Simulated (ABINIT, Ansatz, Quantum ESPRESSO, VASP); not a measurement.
**One structure in several programs: Cr (Im-3m, 2 atoms in the cell)**

Self-consistent single point.

```xyz
2
Lattice="2.8800 0.0000 0.0000 0.0000 2.8800 0.0000 0.0000 0.0000 2.8800" Properties=species:S:1:pos:R:3 pbc="T T T"
Cr     0.0000     0.0000     0.0000
Cr     1.4400     1.4400     1.4400
```
Moments meant for the start (each program seeds them in its own way; μB, in the order of the atoms Cr Cr): 1.5 -1.5.

All programs got the same cell, k-point mesh and kind of occupations, and the same starting moments (in Ansatz's words: kpoints.mp_grid.grid = 9 9 9; magnetization.spin_polarized = true; scf.occupations.method = gaussian; scf.occupations.width = 0.2 eV); potentials, basis and cutoffs are each program's usual ones.

```csv
code,model,pressure (GPa),cutoff
Quantum ESPRESSO,"PBE, GBRV 1.5 ultrasoft (PBE) pseudopotentials",-2.06,50 Ry
VASP,"PBE, VASP's PBE PAW potentials (set 64)",-3.91,300 eV
Ansatz,"PBE, default PAW files",-2.88,420 eV
ABINIT,"PBE, PAW (JTH v2.0 PBE PAW)",-3.73,30 Ha
```

The spread over the programs that give each value: pressure within 1.85 GPa.

The starting cell has typed, rounded lattice constants, without a prior relaxation at this level. On Ansatz's run: The magnetic order is the one reached from the typed start; others were not searched systematically.

Q: Why do the programs differ, and what cannot be compared?

A: Differences of this kind can come from the potentials, where these differ, and from what each basis and cutoff leave unconverged. The valence holds different numbers of electrons (Quantum ESPRESSO 28, VASP 24, Ansatz (a first-principles code) 28, ABINIT 28). The zero of total energies and Fermi levels follows the potentials and each program's conventions, so they are not compared here. Ansatz's pressure is given at a fixed set of plane waves, as the other plane-wave codes print theirs; with its correction for the finite basis it is -2.79 GPa. Site moments depend on each program's spheres or projections; the total moment of the cell does not. In the pressure, Quantum ESPRESSO (by 1.24) lies more than 1 GPa from the median of the plane-wave programs.

VASP's run is marked for a possible Pulay error in its stress at this cutoff; no cutoff test was made.

Left out of this page: GPAW, Elk, FLEUR and SIESTA (not drawn, or without a comparable value).

Keys are those of Ansatz 0.2.
